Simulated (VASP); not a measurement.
Elastic constants (GPa) of a crystal from VASP with LDA (Ceperley-Alder, Perdew-Zunger), VASP's LDA PAW potentials (set 64):

```tsv
	xx	yy	zz	yz	xz	xy
xx	115.2	39.1	35.9	0.0	0.0	0.0
yy	39.1	115.2	35.9	0.0	0.0	0.0
zz	35.9	35.9	114.5	0.0	0.0	0.0
yz	0.0	0.0	0.0	32.2	0.0	0.0
xz	0.0	0.0	0.0	0.0	32.2	0.0
xy	0.0	0.0	0.0	0.0	0.0	38.1
```

Finite-difference elastic constants of metals are sensitive to mesh and smearing; shear constants can be off by tens of GPa.

Question: Work out the Voigt, Reuss and Hill moduli, Young's modulus and Poisson's ratio.

Answer: All eigenvalues are positive (smallest 32.2 GPa), so the crystal is stable. K_V = (C11+C22+C33+2(C12+C13+C23))/9 = (344.9 + 2×110.9)/9 = 63.0 GPa; G_V = (344.9 − 110.9 + 3×102.5)/15 = 36.1 GPa. From the compliances, K_R = 63.0 GPa and G_R = 35.8 GPa. Hill: K = 63.0 GPa, G = 35.9 GPa, E = 9KG/(3K+G) = 90.6 GPa, ν = (3K−2G)/(2(3K+G)) = 0.260. K/G = 1.75, above Pugh's 1.75; universal anisotropy A^U = 0.04.

Question: With a density of 3.31 g/cm³, what are the mean sound speeds?

Answer: v_l = √((K+4G/3)/ρ) = 5.79 km/s and v_t = √(G/ρ) = 3.30 km/s. The crystal is Sc (hcp), hexagonal.

The compound is Sc in the hcp structure. It was relaxed first, which changed the volume by -10 %.
